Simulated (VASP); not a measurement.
A convergence study with VASP on Be$_{2}$C (antifluorite): one setting is varied, all else stays as given below, so the limit is that of these other settings. Each run relaxes cell and ions from the cell shown.

```
Be2C
1.0
    0.00000     2.17000     2.17000
    2.17000     0.00000     2.17000
    2.17000     2.17000     0.00000
Be C
2 1
Direct
  0.25000   0.25000   0.25000
  0.75000   0.75000   0.75000
  0.00000   0.00000   0.00000
```

Method: PBE GGA, VASP's PBE PAW potentials (set 64) (plane waves; VASP). The tightest run used: 700 eV cut-off, 13×13×13 Γ-centred mesh, Gaussian smearing of 0.050 eV, potentials Be C.

Gaps are read on the run's mesh, which can miss a band edge.

The settings run are 2×2×2 mesh; 3×3×3 mesh; 4×4×4 mesh; 5×5×5 mesh; 6×6×6 mesh; 7×7×7 mesh; 9×9×9 mesh; 10×10×10 mesh; 11×11×11 mesh; 12×12×12 mesh; 13×13×13 mesh. From which on does the relaxed volume stay within 0.05 Å³/atom of the tightest run?

From 3×3×3 mesh on: it is off by 0.034 there and by no more than 0.05 in any finer run, while 2×2×2 mesh is off by 0.377.
```tsv
setting	relaxed volume (Å³/atom)	E (eV/atom)	gap on the mesh (eV)	irreducible k-points	difference judged (Å³/atom)
2×2×2 mesh	7.140	-4.9826	0.715	3	0.377
3×3×3 mesh	6.798	-5.6836	2.361	4	0.034
4×4×4 mesh	6.765	-5.7908	1.132	8	0.001
5×5×5 mesh	6.763	-5.8127	1.618	10	0.001
6×6×6 mesh	6.763	-5.8181	1.156	16	0.001
7×7×7 mesh	6.763	-5.8195	1.395	20	0.000
9×9×9 mesh	6.764	-5.8201	1.302	35	0.000
10×10×10 mesh	6.764	-5.8201	1.159	47	0.000
11×11×11 mesh	6.764	-5.8201	1.254	56	0.000
12×12×12 mesh	6.764	-5.8201	1.159	72	0.000
13×13×13 mesh	6.764	-5.8201	1.227	84	0.000
```

Left out are rungs that failed or repeat a setting and relaxations that didn't move; long series are thinned to 24 rows.

The compound is Be2C in the antifluorite structure.
